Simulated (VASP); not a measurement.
Data:

```
C
1.0
    0.00000     1.77667     1.77667
    1.77667     0.00000     1.77667
    1.77667     1.77667     0.00000
C
2
Direct
  0.00000   0.00000   0.00000
  0.25000   0.25000   0.25000
```

Calculation: AM05 GGA, VASP's PBE PAW potentials (set 64) (plane waves; VASP). Settings: 520 eV cut-off, Gaussian smearing of 0.050 eV, potentials C.

### Question
Estimate the band gap (along the path) with the smallest direct gap where there is one.

### Answer

The band gap (along the path) is 4.04 eV. The smallest direct gap (along the path) comes out as 5.55 eV.

Only differences to runs with the same potentials and settings are physical.

The compound is C in the diamond structure. It was relaxed first.
